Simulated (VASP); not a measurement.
Level of theory: PBE GGA with D4 dispersion, VASP's PBE PAW potentials (set 64) (plane waves; VASP).

Input for VASP

**KPOINTS**
```
Regular mesh
0
gamma
 9 9 9
0 0 0
```

File POSCAR:
```
PtAl2
1
    0.0000000000     2.9128562325     2.9128562325
    2.9128562325     0.0000000000     2.9128562325
    2.9128562325     2.9128562325     0.0000000000
Al Pt
2 1
Direct
  0.2500000000   0.2500000000   0.2500000000
  0.7500000000   0.7500000000   0.7500000000
  0.0000000000   0.0000000000   0.0000000000
```

INCAR:
```
ALGO = Normal
EDIFF = 1E-7
ENCUT = 520
GGA = PE
ISIF = 2
ISMEAR = 1
IVDW = 13
LASPH = .TRUE.
LCHARG = .FALSE.
LMAXMIX = 6
LREAL = .FALSE.
LWAVE = .FALSE.
NELM = 100
PREC = Accurate
SIGMA = 0.1
SYSTEM = PtAl2
```

POTCAR, in this order: Al Pt (PBE.64 set). Program: vasp_std.

Output

OSZICAR:
```
       N       E                     dE             d eps       ncg     rms          rms(c)
DAV:   1     0.503562026998E+02    0.50356E+02   -0.68332E+03   872   0.114E+03
DAV:   2    -0.148862983956E+02   -0.65243E+02   -0.59177E+02   972   0.191E+02
DAV:   3    -0.167606813991E+02   -0.18744E+01   -0.18591E+01  1052   0.309E+01
DAV:   4    -0.167766924686E+02   -0.16011E-01   -0.16007E-01   972   0.343E+00
DAV:   5    -0.167769397731E+02   -0.24730E-03   -0.24729E-03  1068   0.449E-01    0.931E+00
DAV:   6    -0.162905946539E+02    0.48635E+00   -0.24767E+00   976   0.156E+01    0.240E+00
DAV:   7    -0.162132967826E+02    0.77298E-01   -0.16951E-01   920   0.427E+00    0.177E+00
DAV:   8    -0.161828054622E+02    0.30491E-01   -0.27621E-02   988   0.169E+00    0.248E-01
DAV:   9    -0.161828367729E+02   -0.31311E-04   -0.17605E-03   996   0.412E-01    0.163E-01
DAV:  10    -0.161829597959E+02   -0.12302E-03   -0.31263E-04   940   0.151E-01    0.163E-02
DAV:  11    -0.161829575402E+02    0.22558E-05   -0.14691E-05  1008   0.414E-02    0.741E-03
DAV:  12    -0.161829589260E+02   -0.13859E-05   -0.44782E-06   920   0.165E-02    0.237E-03
DAV:  13    -0.161829588750E+02    0.51039E-07   -0.59181E-07  1040   0.797E-03
   1 F= -.17540788E+02 E0= -.17541054E+02  d E =0.799786E-03
```

### OUTCAR
```
------------------------ aborting loop because EDIFF is reached ----------------------------------------
  Edisp (eV):   -1.35783
  FORCE on cell =-STRESS in cart. coord.  units (eV):
  Direction    XX          YY          ZZ          XY          YZ          ZX
  --------------------------------------------------------------------------------------
  Total       1.42914     1.42914     1.42914     0.00000     0.00000     0.00000
  in kB      46.32309    46.32309    46.32309     0.00000     0.00000     0.00000
  external pressure =       46.32 kB  Pullay stress =        0.00 kB
  volume of cell :       49.43
      direct lattice vectors                 reciprocal lattice vectors
     0.000000000  2.912856232  2.912856232    -0.171652825  0.171652825  0.171652825
     2.912856232  0.000000000  2.912856232     0.171652825 -0.171652825  0.171652825
     2.912856232  2.912856232  0.000000000     0.171652825  0.171652825 -0.171652825
 POSITION                                       TOTAL-FORCE (eV/Angst)
 -----------------------------------------------------------------------------------
      1.45643      1.45643      1.45643        -0.000000     -0.000000     -0.000000
      4.36928      4.36928      4.36928         0.000000      0.000000      0.000000
      0.00000      0.00000      0.00000         0.000000     -0.000000      0.000000
 -----------------------------------------------------------------------------------
    total drift:                                0.000000     -0.000000      0.000000
  FREE ENERGIE OF THE ION-ELECTRON SYSTEM (eV)
  ---------------------------------------------------
  free  energy   TOTEN  =       -17.5407876504 eV

  energy  without entropy=      -17.5415874365  energy(sigma->0) =      -17.54105425
```
(Selected blocks of OUTCAR.)

The compound is PtAl2 in the fluorite structure. This cell is one point of a volume scan, at 0.97 of the reference volume.
